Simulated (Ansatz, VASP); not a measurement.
## Zr2SNO (Zr2NOS MXene bilayer, like faces together) in two plane-wave programs

Aim: how closely do two programs agree when they are given the same cell, functional and k mesh? The structure shown is the start of the Ansatz relaxation below; VASP solves that cell, so the two are compared at the walk's first step.

Method: plane waves, with VASP 6.6.1 beside it; single point at PBEsol with D3(BJ), in Ansatz 0.2.0.

## Step 1: The starting structure

The cell holds 10 atoms: 2 S, 4 Zr, 2 N and 2 O. Cell: a = 3.217 Å, b = 3.218 Å, c = 59.373 Å, α = 90.0°, β = 90.0°, γ = 120.0°. Vacuum lies along c.

## Step 2: Ansatz: relaxation, PBEsol with D3(BJ)

Ansatz runs on its default PAW (the set named soft_2) files.

The two programs are compared at the cell with which this relaxation starts, whose forces are those of its first step.

Input file input.yaml:

```yaml
crystal:
  lattice:
    - [3.2175, 0.0, 0.0]
    - [-1.60875, 2.7864367367, 0.0]
    - [0.0, 0.0, 59.373052092]
  atoms:
    - { symbol: S, position: [0.3333333333, 0.6666666667, 0.3806440667] }
    - { symbol: Zr, position: [0.6666666667, 0.3333333333, 0.4118818906], spin: 1.0 }
    - { symbol: "N", position: [0.0, 0.0, 0.4332643147] }
    - { symbol: Zr, position: [0.3333333333, 0.6666666667, 0.4546467387], spin: 1.0 }
    - { symbol: O, position: [0.6666666667, 0.3333333333, 0.4755781462] }
    - { symbol: S, position: [0.6666666667, 0.3333333333, 0.6193559333] }
    - { symbol: Zr, position: [0.0, 0.0, 0.5881181094], spin: 1.0 }
    - { symbol: "N", position: [0.3333333333, 0.6666666667, 0.5667356853] }
    - { symbol: Zr, position: [0.6666666667, 0.3333333333, 0.5453532613], spin: 1.0 }
    - { symbol: O, position: [0.0, 0.0, 0.5244218538] }
  periodic: [true, true, false]
magnetization:
  spin_polarized: true
kpoints:
  mp_grid: { grid: [12, 12, 1] }
hamiltonian:
  xc: pbesol
  dispersion: d3bj
scf:
  occupations: { method: fermi_dirac, width: 0.05 }
  convergence: { dr2_threshold: 1.0e-09 }
relax:
  f_tol: 0.004
  max_steps: 90
  cell: {}
output:
  write_potential: true
  write_density: true
  volumetric_format: npy
```

On the command line:

```sh
> ansatz run input.yaml --threads 4 --pin off --max-ram 6144MiB --backend cpu --events-out ev --progress --plain --runs-dir out
```

Numbers of over 12 decimals in the logs are rounded to 6 here.

Output:

```text
Warning: relax.cell: scf.convergence.dr2_threshold = 1e-9 eV is looser than the 1.71134284792e-10 eV advised for a relaxation that steers and ends on the stress (1e-10 eV for each atom of the cell: 10, times the square of relax.cell.stress_2d_tol = 0.05 N/m over 24.2 Å (the atoms' height at the walk's start and 5 Å past either face), 2.068e-2 GPa, over a crystal's default 0.05). What an SCF threshold leaves in a stress goes as its square root, and in the free energy as the threshold itself, and one threshold admits the most on a small cell: [figures from the program's tests cut] Set scf.convergence.dr2_threshold to 1.71134284792e-10 eV or tighter. [rest of the remark cut]
Engine: ansatz 0.2.0, aarch64-unknown-linux-gnu
Pseudopotentials: kind: paw
Pseudopotential: S, paw, valence charge 6, recommended cutoff 420 eV (normal), S.paw.azcp
Pseudopotential: Zr, paw, valence charge 12, recommended cutoff 420 eV (normal), Zr.paw.azcp
Pseudopotential: N, paw, valence charge 5, recommended cutoff 420 eV (normal), N.paw.azcp
Pseudopotential: O, paw, valence charge 6, recommended cutoff 420 eV (normal), O.paw.azcp
Functional definition: PBEsol
  exchange = pbesol_x
  correlation = pbesol_c
Crystal: 10 atoms, lattice volume = 532.301 Å³
Basis set: ecut = 420 eV, 10555 PW (Γ), exchange–correlation on 48×48×800 points (8 copies of the dense FFT grid, shifted against one another)
Bands: 53, of which v1, the nominal top of the filled ones, is band 41 counted from 1 (40 counted from 0)
Symmetry: 6 space group operations
Space group: P3m1 (ITA 156), of the structure as read, at distance tolerance 8.1e-5 Å
Magnetic group: BNS 156.49 (UNI 1279), of the structure as read, at distance tolerance 8.1e-5 Å
k-points: 19 of 144 (time reversal used)
Non-local potential: S, projectors of the file, l = 0: 2, l = 1: 2, l = 2: 2
Non-local potential: Zr, projectors of the file, l = 0: 3, l = 1: 2, l = 2: 2, l = 3: 2
Non-local potential: N, projectors of the file, l = 0: 2, l = 1: 2, l = 2: 1
Non-local potential: O, projectors of the file, l = 0: 2, l = 1: 2, l = 2: 1
PAW form: soft (Blöchl's): semilocal exchange-correlation on the pseudo side does not see the compensation charge
PAW frozen core: S, regenerated for the run's functional, and the local potential with it (the file was generated under x = pbe(κ = 0.804, μ = 0.219515), c = pbe(β = 0.066725))
PAW frozen core: Zr, regenerated for the run's functional, and the local potential with it (the file was generated under x = pbe(κ = 0.804, μ = 0.219515), c = pbe(β = 0.066725))
PAW frozen core: N, regenerated for the run's functional, and the local potential with it (the file was generated under x = pbe(κ = 0.804, μ = 0.219515), c = pbe(β = 0.066725))
PAW frozen core: O, regenerated for the run's functional, and the local potential with it (the file was generated under x = pbe(κ = 0.804, μ = 0.219515), c = pbe(β = 0.066725))
PAW one-centre angular grid: S, 110 points (default); XC on 64 Gauss nodes
PAW one-centre angular grid: Zr, 590 points (default); XC on 64 Gauss nodes
PAW one-centre angular grid: N, 110 points (default); XC on 64 Gauss nodes
PAW one-centre angular grid: O, 110 points (default); XC on 64 Gauss nodes
Initial density: superposition of atomic densities (neutral atoms: chi_scale 0, normalization atom)
Starting moments: Σ|m| = 4 μB on 4 of 10 sites
Initial wavefunctions: pseudopotential atomic-orbital guess
Functional: x = pbesol(κ = 0.804, μ = 0.123457), c = pbesol(β = 0.046)
SCF iter   1: F=—  HF=-20186.466914 eV  |F-HF|=—  |Δ(HF+E_count)|=         —  Δρ=3.33e-2 (↑3.33e-2 ↓3.15e-2)  dr2=3.61e1  dr2_m=3.35e-1  M=1.255 μB ∫|m|=1.463 μB  β_m=0.30  ethr=3.10e-3  ⟨swp⟩=13.2  Hψ=13931  notcnv=0  defer=25
Mixer restart at iter 1: flushing history
preconditioner: auto → LDOS  [metal: Δε(μ)=0.055 eV  Ē_g=10.247 eV  σ=0.050 eV  W_gap=0.26  n_scr=36 (ndim 8)  ℏωp=11.4 eV  f_vac=0.698  D(μ)=4.72/eV (n_scr^D=22)]
spin=Collinear: LDOS preconditioning applied to the charge; magnetization (m = ρ↑ − ρ↓) channel mixes plain (no charge-response kernel on spin).
SCF iter   2: F=—  HF=-20181.406660 eV  |F-HF|=—  |Δ(HF+E_count)|=    5.06e0  Δρ=1.75e-2 (↑1.75e-2 ↓1.55e-2)  dr2=1.05e1  dr2_m=1.93e-1  M=0.983 μB ∫|m|=1.221 μB  β_m=0.45  ethr=3.10e-3  ⟨swp⟩=3.9  Hψ=4000  notcnv=0  defer=160
[...]
basis re-selected at this cell: Δ(F+E_penalty+E_count) = -7.465e-4 eV, ΔP = +0.005 N/m vs the last step (what re-selecting the basis moved, of the pressure what is left beyond the Pulay correction that the steps carried, after the strain that the cell walked since its last selection, with what the two solves' SCF thresholds leave and, on support functions, any second-order correction that the steps lacked; it is no m [...]
WARN: The output density's exchange-correlation potential varies sharply where the density is thin. Do not read a vacuum level from v_tot or v_xc, or from such a field of the output density. On a cell that repeats whose density bears no net charge and no dipole along the vacuum's axis use v_es (v_loc + v_h of the components); under efield.dipole_correction with no amplitude use v_es + v_field, which holds any externa [...]
SCF converged after 4 iterations
Magnetization: -0.0000 μB (41.0000 up, 41.0000 down)
Absolute magnetization: 0.0000 μB (∫|ρ↑−ρ↓|, with the PAW one-centre terms)
Spin contamination: 0.0000 ħ² per cell (⟨S²⟩ above its minimum at these occupations)
Per-site moments (μB) at R_I (Å): [(1.4923579435940756e-8, 1.029220), (-1.749004026732853e-8, 0.961101), (2.811042795227741e-8, 0.941857), (5.028215906892828e-10, 0.896910), (-2.981939089207244e-8, 0.896910), (1.3023605140671779e-8, 1.026337), (-4.870931127520336e-8, 0.963359), (5.6508658244490015e-8, 0.963359), (-1.2918328427542994e-8, 0.844061), (-1.558538140375386e-8, 0.844061)]
Free energy (F): -20182.069316 eV
Harris-Foulkes:  -20182.069315 eV  (|F-HF|=1.32e-6)
Internal energy: -20182.046821 eV  (E = F + TS)
E sigma→0 (E₀):  -20182.058069 eV
Entropy (-TS):   -0.022495 eV (-2.249 meV/atom)
Fermi energy:    -5.776516 eV
--- Per-component energies (eV) ---
  E_band       = -1870.092808
  E_kinetic    = 2172.291755
  E_local      = -683475.475830  (includes V_loc(G=0)·N_el)
  E_nonlocal   = 561.678084
  E_hartree    = 340300.342389
  E_xc         = -1108.558949
  E_vxc        = -1287.896903  (∫ρ·V_xc dr)
  E_paw        = -13315.047553  (= ΣΔE_a)
  E_vpaw       = -441.387780  (= ΣTr[D̂ρ^β])
  E_aug_tail   = 0.005166  (compensation charges beyond the density's cutoff)
  E_ewald      = 334684.755340
  E_disp       = -2.950777  (pairwise vdW)
  E_core_change = 0.913554  (= ΣΔE_core)
  E_smearing   = -0.022495  (= −TS)
  E_closure    = -0.000000  (closes the sum)
  Σ components = -20182.069316   (vs F -20182.069316, Δ=0.00e0)
--- Forces (eV/Å), atoms counted from 1 ---
  atom   1  S      0.00000000     0.00000000    -0.00010309
  atom   2  Zr    -0.00000000    -0.00000000     0.00102842
  atom   3  N     -0.00000000    -0.00000000     0.00134006
  atom   4  Zr    -0.00000000    -0.00000000    -0.00145479
  atom   5  O      0.00000000    -0.00000000    -0.00058547
  atom   6  S      0.00000000     0.00000000     0.00080508
  atom   7  Zr    -0.00000000    -0.00000000    -0.00196004
  atom   8  N     -0.00000000    -0.00000000    -0.00186084
  atom   9  Zr    -0.00000000    -0.00000000     0.00253239
  atom  10  O      0.00000000     0.00000000     0.00025670
  max |Σ_I F_I| component: 1.58e-6 eV/Å
--- 2D stress c σ (N/m, compression-positive) ---
        0.004463      -0.000000      -0.000000
        0.000000       0.004463       0.000000
       -0.000000       0.000000       0.000000
  P = ½ c Tr σ = 0.0045 N/m
--- Band table (eV; the first three rows and the last of 38) ---
  k-point 0 ↑: bands = [... 37 lower, -6.7594, -6.6537, -6.6537, -5.3763, -5.3763, -5.2156, -5.1708, -5.1708, ... 8 higher]
  k-point 1 ↑: bands = [... 37 lower, -6.9584, -6.9418, -6.8010, -5.5103, -5.2872, -5.1357, -4.9544, -4.8653, ... 8 higher]
  k-point 2 ↑: bands = [... 37 lower, -7.3998, -7.2402, -7.0253, -5.9103, -5.5952, -4.6694, -4.6088, -4.3705, ... 8 higher]
  k-point 18 ↓: bands = [... 37 lower, -8.6700, -8.5782, -8.3511, -5.1560, -4.5879, -4.3829, -4.2882, -3.8492, ... 8 higher]
  the weakly bound empty levels are not read free of the cell's end (no_gap_told)
--- Relaxed structure (17 steps of the walk, 15 accepted, 2 SCFs on fresh bases) ---
  F+E_penalty+E_count = -20182.06931608 eV   max|allowed force component| = 2.533e-3 eV/Å   (the final SCF, on the basis selected at the relaxed cell)
  cell:  # Å, volume = 568.3981 Å³
    - [3.324806, 0, 0]
    - [-1.662403, 2.879366, 0]
    - [0, 0, 59.373052092]
  atoms:
    - { symbol: S, position: [0.333333, 0.666667, 0.400179] }
    - { symbol: Zr, position: [0.666667, 0.333333, 0.427025] }
    - { symbol: N, position: [2.594969164639329e-17, -2.2204460492590166e-17, 0.449267] }
    - { symbol: Zr, position: [0.333333, 0.666667, 0.470091] }
    - { symbol: O, position: [0.666667, 0.333333, 0.487291] }
    - { symbol: S, position: [0.666667, 0.333333, 0.599457] }
    - { symbol: Zr, position: [-5.961856721655242e-17, -2.2204460492581873e-17, 0.572796] }
    - { symbol: N, position: [0.333333, 0.666667, 0.550392] }
    - { symbol: Zr, position: [0.666667, 0.333333, 0.527718] }
    - { symbol: O, position: [-4.1362131085343874e-17, -2.2204460492582582e-17, 0.515783] }
```

(Continued in part 2 of 2.)

[Lines on the potential files, build, host, timing and source positions are cut from VASP's logs without a mark.]

[Logs are printed without paths, hosts, clocks, repeated set-up lines and the standing remarks that a program may print on its own settings, such as how far it seeks lower states.]

[Hosts, paths, dates, database ids (printed as entryN), source tags and the programs' standing remarks are cut or masked in the printed files.]
